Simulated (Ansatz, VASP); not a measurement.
One calculation of CsGeBr3, two programs

```xyz
5
Lattice="3.9693 2.2917 3.3350 -3.9693 2.2917 3.3350 0.0000 -4.5833 3.3350" Properties=species:S:1:pos:R:3 pbc="T T T"
Cs    0.0000    0.0000    0.0130
Ge    0.0000    0.0000    4.7732
Br   -1.8926   -1.0927    3.4671
Br    0.0000    2.1854    3.4671
Br    1.8926   -1.0927    3.4671
```

The cell comes from a database or a generator and needn't be the stable form of this composition.

Alike in both runs: task single point; functional LDA; k mesh 3 × 3 × 3; occupations gaussian, width 0.1 eV; no spin polarisation.

|  | VASP | Ansatz |
| --- | --- | --- |
| version | VASP 6.6.1 | Ansatz 0.2.0 |
| potentials or method | VASP PAW LDA potentials, release 64 (Cs_sv, Ge_d, Br) | scalar-relativistic, plane waves, PAW |
| plane-wave cutoff (eV) | 520 | 420 |
| valence electrons in the cell | 44 | 44 |

|  | VASP | Ansatz | Ansatz less VASP |
| --- | --- | --- | --- |
| gap on the k mesh at the Fermi level (eV) | 3.34 | 3.35 | +0.015 |
| least direct gap on the mesh (eV) | 3.34 | 3.35 | +0.015 |
| pressure (GPa) | -2.1 | -2.2 | -0.03 |
| rms of the force components (eV/Å) | 0.078 | 0.067 | -0.0109 |

Atom by atom the forces differ by 0.011 eV/Å (rms over components).

Caveats: spin-orbit coupling is left out, which moves the levels of the heavy elements; an odd mesh through Γ misses points on the zone boundary, where band edges often lie. A hybrid or GW would open this gap; LDA tends to underestimate it.
